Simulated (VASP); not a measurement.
Data:

```
CELL_PARAMETERS angstrom
      0.00000     4.14136     4.14136
      4.14136     0.00000     4.14136
      4.14136     4.14136     0.00000
ATOMIC_POSITIONS crystal
  Rb 0.25000 0.25000 0.25000
  Rb 0.75000 0.75000 0.75000
  Te 0.00000 0.00000 0.00000
```

Method: LDA (Ceperley-Alder, Perdew-Zunger), VASP's LDA PAW potentials (set 64) (plane waves; VASP). Run with 400 eV cut-off, 7×7×7 Γ-centred mesh, Gaussian smearing of 0.010 eV, potentials Rb_sv Te.

The dielectric response may not be converged in the k-mesh; for small gaps it tends to come out too large.

Q: The job: Rb2Te (space group Fm-3m), 3 atoms, LDA, DFPT for ε, Born charges and Γ modes, 400 eV, 7×7×7 Γ-centred mesh. Roughly how much core time does it take on a busy server core?

A: About 20 core-minutes (one run on a shared machine, a rough figure). It had 20 irreducible k-points, 16 bands, up to 2637 plane waves and 241 electronic steps.

The structure comes from a computed database's Rb2Te entry (Fm-3m); how it stands against other phases isn't given here. It was relaxed first, which changed the volume by -9 %.
